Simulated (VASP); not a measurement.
VASP runs on PtAl2 (space group Fm-3m) share one base input (PBE GGA, plane waves, VASP's PBE PAW potentials (set 64)) and change the settings named in each case.

File KPOINTS:
```
kpoints
0
Gamma
  7 7 7
0 0 0
```

### INCAR
```
LWAVE=F
GGA=PE   ! PBE
PREC=Accurate
ALGO=Normal   ! blocked Davidson
ENCUT=300   ! plane-wave cut-off (eV)
ISMEAR=-1   ! Fermi-Dirac
LCHARG=F
SIGMA=0.1
LREAL=F
ISIF=2   ! forces and stress, cell fixed
NELM=100
LMAXMIX=6
EDIFF=1E-6
LASPH=T
SYSTEM=PtAl2
```

POSCAR:
```
PtAl2
4.209090
  0.0000000000   0.7071067618   0.7071067618
  0.7071067618   0.0000000000   0.7071067618
  0.7071067618   0.7071067618   0.0000000000
Al Pt
2 1
Cartesian
  0.3535533809   0.3535533809   0.3535533809
  1.0606601427   1.0606601427   1.0606601427
  0.0000000000   0.0000000000   0.0000000000
```

POTCAR, in this order: Al Pt (PBE.64 set). Program: vasp_std.

```json
[
 {"change": "base run", "E(σ→0) (eV/atom)": "-5.4159", "pressure (GPa)": "-0.74", "−TS (eV)": "-0.0474"},
 {"change": "GGA = PS", "E(σ→0) (eV/atom)": "-5.9143", "pressure (GPa)": "-3.92", "−TS (eV)": "-0.0477"},
 {"change": "GGA_COMPAT = .FALSE., LNONCOLLINEAR = .TRUE., LSORBIT = .TRUE., MAGMOM = 0.0 0.0 0.0 0.0 0.0 0.0 0.0 0.0 0.0, program vasp_ncl", "E(σ→0) (eV/atom)": "-5.5323", "pressure (GPa)": "-1.07", "−TS (eV)": "-0.0451"},
 {"change": "KPOINTS 8×8×8 Γ-centred mesh", "E(σ→0) (eV/atom)": "-5.4134", "pressure (GPa)": "-0.71", "−TS (eV)": "-0.0457"}
]
```
 Energies of different potentials or functionals have different zeros.  Unless said otherwise, spin-orbit coupling is left out, though it shifts the bands of the heavy elements here. At 300 eV the pressure can carry a Pulay error.

Left out are runs that ran out of time, are held back, or changed the cell or the kind of run, fixed moments of cells without a moment, rows past the twelfth, gaps on odd meshes, pressures of charged cells and columns that move by less than the noise.

The structure is a typed PtAl2 crystal (Fm-3m). The cell was not relaxed at this level, its lattice was scaled by up to 2.5 %.
